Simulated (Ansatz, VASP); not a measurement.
# Cross-check of Na6Ca3Si12B8O42 between VASP and Ansatz, part 2 of 2

Wanted: the spread between two codes on one cell, functional and k mesh. The structure shown is frame 60 of Ansatz's trajectory.

VASP 6.6.1 and Ansatz 0.2.0.

So far: Set-up; Ansatz: dynamics, r2SCAN.

## 3. VASP: single point, r2SCAN

Level of this step: r2SCAN; plane waves and PAW (Si, B, Na_pv, Ca_sv, O) (VASP).

The same cell, functional and mesh now go to VASP, with its own data sets.

Lines of VASP's logs that name or quote its potential files are left out, and so is its time.

INCAR reads:

```
SYSTEM = Na6Ca3Si12B8O42
PREC = Accurate
ENCUT = 580
EDIFF = 1E-06
NELM = 120
ISMEAR = 0
SIGMA = 0.01
LREAL = Auto
ALGO = Normal
METAGGA = R2SCAN
LASPH = .TRUE.
NBANDS = 248
LORBIT = 11
LWAVE = .FALSE.
LCHARG = .FALSE.
ISIF = 2
GGA_COMPAT = .FALSE.
EFERMI = MIDGAP
LMIXTAU = .TRUE.
NCORE = 2
```

POSCAR reads:

```
Na6Ca3Si12B8O42
1.0
    9.5235900000      0.0000000000      0.0000000000
    0.0000000000      9.5235900000      0.0000000000
    0.0000000000      0.0000000000      9.5235900000
Si B Na Ca O
12 8 6 3 42
Direct
    0.2794744419      0.0443425221      0.0294846796
    0.2309003223      0.1286594656      0.5944712026
    0.8323646860      0.5498661744      0.5669080672
    0.4435827246      0.2353209241      0.8273665708
    0.1428452926      0.4392986258      0.5875305426
    0.9528654635      0.7645436227      0.9182881665
    0.4366840656      0.5757912720      0.8203839098
    0.8060405792      0.5480706330      0.2594504803
    0.8757411858      0.1049919201      0.4673762730
    0.2305538143      0.5071091889      0.1544375598
    0.4942778931      0.6387192225      0.2458316664
    0.0340837856      0.7630210876      0.2316353392
    0.1606642033      0.5528062422      0.8705330658
    0.0740897078      0.0322147425      0.8359032676
    0.7720407955      0.8522941454      0.5949962147
    0.7178175457      0.0987442761      0.2175545146
    0.3860833992      0.5944082011      0.5281306734
    0.5392819304      0.9064963947      0.1223593204
    0.1306545116      0.0158553655      0.3431374093
    0.6640668067      0.7437846442      0.9534114761
    0.3649359118      0.1911464059      0.2487612339
    0.0489416281      0.7907732273      0.5787313398
    0.6584806780      0.4261943238      0.0368989005
    0.6398847493      0.3001074175      0.5804113785
    0.5555678058      0.9032728204      0.4449687565
    0.4485493391      0.9242313035      0.8061035807
    0.0232790366      0.2476272078      0.1616197253
    0.7610470421      0.0293691770      0.8822723364
    0.9394146535      0.3648099089      0.8239854929
    0.8870184458      0.6936354883      0.2799574530
    0.4415561779      0.4077663990      0.8272720686
    0.2065712615      0.3683694909      0.2454326572
    0.4180146352      0.9281163931      0.0316582297
    0.0075076731      0.8074476117      0.0747197223
    0.6491564631      0.5759907766      0.2094903288
    0.6539025725      0.8544571952      0.0351548103
    0.2887146549      0.6306655368      0.8593818088
    0.2006701254      0.0538032402      0.1780526041
    0.8206359157      0.7186155641      0.5953742234
    0.7479217396      0.1568736159      0.3557061990
    0.2457791652      0.0380003759      0.4458612771
    0.8441039566      0.2050487264      0.6012648592
    0.9990129772      0.1494604451      0.8989047198
    0.7656041472      0.5013130553      0.4222357325
    0.0019120941      0.5334227954      0.5541187724
    0.5840969634      0.0199714603      0.2181320279
    0.8597073163      0.9383961300      0.5116032925
    0.7624435743      0.4621471525      0.6988121076
    0.6043519303      0.1810766738      0.8411638888
    0.1640977825      0.4410416660      0.7524683444
    0.6556876136      0.8973401837      0.6547110911
    0.8594763109      0.4267193359      0.1579026397
    0.8009269614      0.7053957594      0.9081449327
    0.9584410921      0.9118725187      0.8294246182
    0.1918394219      0.9811111146      0.9078509260
    0.1334055750      0.0412029497      0.6885113702
    0.4676597796      0.6275469650      0.4117459907
    0.4430262118      0.6392547348      0.6582286722
    0.1580601433      0.4753774575      0.0028455656
    0.5626239685      0.6503744911      0.8984532093
    0.4902563004      0.7984279038      0.2156329703
    0.1023353588      0.8758986895      0.3295185954
    0.7867411344      0.1499854572      0.1096225268
    0.1528310228      0.2692367059      0.5516197148
    0.0380948781      0.6328075862      0.8504461028
    0.3969301492      0.5589593840      0.1472343938
    0.1521695075      0.6444838554      0.2209985940
    0.3503195749      0.1979295623      0.9676393041
    0.2591039723      0.5367408719      0.5059436620
    0.0112352590      0.1048764174      0.3649674125
    0.3804447693      0.1748920313      0.6743255432
```

KPOINTS reads:

```
Automatic mesh
0
Gamma
1 1 1
0 0 0
```

PAW data sets: Si, B, Na_pv, Ca_sv and O (PBE family, release 64).

On the command line:

```console
$ mpirun -np 8 vasp_gam
```

Numbers of over 12 decimals in the logs are rounded to 6 here.

The program printed:

```text
[banner, memory and clock lines left out]
running    8 mpi-ranks, on    1 nodes
[...]
|                                                                             |
|               ----> ADVICE to this user running VASP <----                  |
|                                                                             |
|     You enforced a specific xc type in the INCAR file but a different       |
|     [... a line on the potential file left out ...]
|     I HOPE YOU KNOW WHAT YOU ARE DOING!                                     |
|                                                                             |

 LDA part: xc-table for (None), standard interpolation
 POSCAR, INCAR and KPOINTS ok, starting setup
[...]
entering main loop
       N       E                     dE             d eps       ncg     rms          rms(c)
DAV:   1     0.559678937584E+04    0.55968E+04   -0.23833E+05   496   0.194E+03
DAV:   2     0.468255064141E+02   -0.55500E+04   -0.52306E+04   568   0.521E+02
DAV:   3    -0.768724081719E+03   -0.81555E+03   -0.79467E+03   536   0.217E+02
DAV:   4    -0.822236321941E+03   -0.53512E+02   -0.52976E+02   648   0.581E+01
[...]
DAV:  22    -0.647881031228E+03   -0.14786E-04   -0.19067E-05   576   0.136E-02    0.391E-03
DAV:  23    -0.647881043919E+03   -0.12691E-04   -0.66958E-06   496   0.924E-03    0.169E-03
DAV:  24    -0.647881044056E+03   -0.13694E-06   -0.16745E-06   360   0.401E-03
   1 F= -.64788104E+03 E0= -.64788104E+03  d E =0.000000E+00
```

From OUTCAR (step 3):

```text
  Total       15.5401315      7.7490007      1.0801297     -1.0607250     -7.7177215      5.5313390
  in kB       28.8245941     14.3732245      2.0034772     -1.9674846    -14.3152064     10.2597974
  external PRESSURE =      15.0670986 kB  Pullay stress =       0.0000000 kB

 POSITION                                       TOTAL-FORCE (eV/Angst)
 -----------------------------------------------------------------------------------
      2.66160      0.42230      0.28080         2.578105     -1.438267      0.405346
      2.19900      1.22530      5.66150         0.514096      0.402300     -1.237846
      7.92710      5.23670      5.39900        -1.708068     -0.480047      3.545620
      4.22450      2.24110      7.87950         1.392778      0.562295      0.565891
      1.36040      4.18370      5.59540         0.084820     -0.165385     -1.127020
      9.07470      7.28120      8.74540         3.218876      0.964873      0.091178
      4.15880      5.48360      7.81300         0.180278     -0.073248     -2.224788
      7.67640      5.21960      2.47090         0.143780     -1.845117      1.144810
      8.34020      0.99990      4.45110        -2.817648      1.407545      2.088466
      2.19570      4.82950      1.47080        -1.107985      0.089002      0.661725
      4.70730      6.08290      2.34120         2.424311      1.044348      1.610531
      0.32460      7.26670      2.20600         0.537787     -2.130201     -1.005141
      1.53010      5.26470      8.29060         1.530296     -0.421465      0.200255
      0.70560      0.30680      7.96080        -1.684445      0.747242     -0.247963
[...]
-----------------------------------------------------------------------------------
    total drift:                               -0.035982     -0.045178     -0.037145

  FREE ENERGIE OF THE ION-ELECTRON SYSTEM (eV)
  ---------------------------------------------------
  free  energy   TOTEN  =      -647.8810440558 eV

  energy  without entropy=     -647.8810440558  energy(sigma->0) =     -647.88104406

[... 3 further parts left out ...]
[key lines of the parts left out:]
E-fermi :   3.9275
```

The run ends at a pressure of 1.51 GPa, with forces up to 4.9 eV/Å.

## 4. Comparison

Known differences besides the potentials themselves: VASP keeps PBE cores, Ansatz makes them for the functional; fixed occupations in Ansatz, narrow Gaussian smearing in VASP; the data sets hold 408 valence electrons in Ansatz (on its default PAW (the set named soft_2) files) and 396 in VASP; the cutoff is 500 eV in Ansatz and 580 eV in VASP (PREC = Accurate, projectors in real space); in our runs with r2SCAN, forces from VASP's data set Ca_sv part from Ansatz's all-electron ones, so neither program is the reference here. Total energies have different zeros and are not compared.

Forces on 10 of the 71 atoms, those with the largest forces and the largest differences (eV/Å; atoms numbered as in POSCAR):

```
atom          Ansatz x, y, z            VASP x, y, z
 Si3   -1.720, -0.533, 3.537   -1.708, -0.480, 3.546
 Si6     3.217, 0.990, 0.120     3.219, 0.965, 0.091
 Si9    -2.855, 1.428, 2.135    -2.818, 1.408, 2.088
 B20   1.313, -3.207, -2.121   1.291, -3.237, -2.126
 O32    0.652, 0.263, -0.274    0.713, 0.223, -0.196
 O42   1.709, -1.168, -0.927   1.705, -1.109, -0.838
 O51    -0.513, 0.481, 1.020    -0.606, 0.518, 1.075
 O53   -4.012, -0.093, 0.946   -3.976, -0.093, 0.951
 O64   -0.409, 3.626, -0.594   -0.412, 3.670, -0.597
 O66  -2.907, -3.114, -2.249  -2.939, -3.138, -2.252
```

The forces differ by 31 meV/Å r.m.s., which is 2.6 % of the r.m.s. force of 1.184 eV/Å (both taken over all components).

## 5. Outcome

| Property | Result |
| --- | --- |
| r.m.s. force difference (single point, r2SCAN) | 2.6 % of the r.m.s. force |

**Reading.** The r.m.s. force difference is 2.6 % of the r.m.s. force (single point, r2SCAN), within the 3 % picked in this series as the mark of a large difference. The data sets hold unlike numbers of valence electrons (408 in Ansatz and 396 in VASP), so part of the differences comes from the potentials. 2 further runs of this series are not shown here. Such differences can come from data sets, numerical settings and the points named under the comparisons, not from the functional's error against experiment.

[Lines on the potential files, build, host, timing and source positions are cut from VASP's logs without a mark.]

[Logs are printed without paths, hosts, clocks, repeated set-up lines and the standing remarks that a program may print on its own settings, such as how far it seeks lower states.]

[Hosts, paths, dates, database ids (printed as entryN), source tags and the programs' standing remarks are cut or masked in the printed files.]
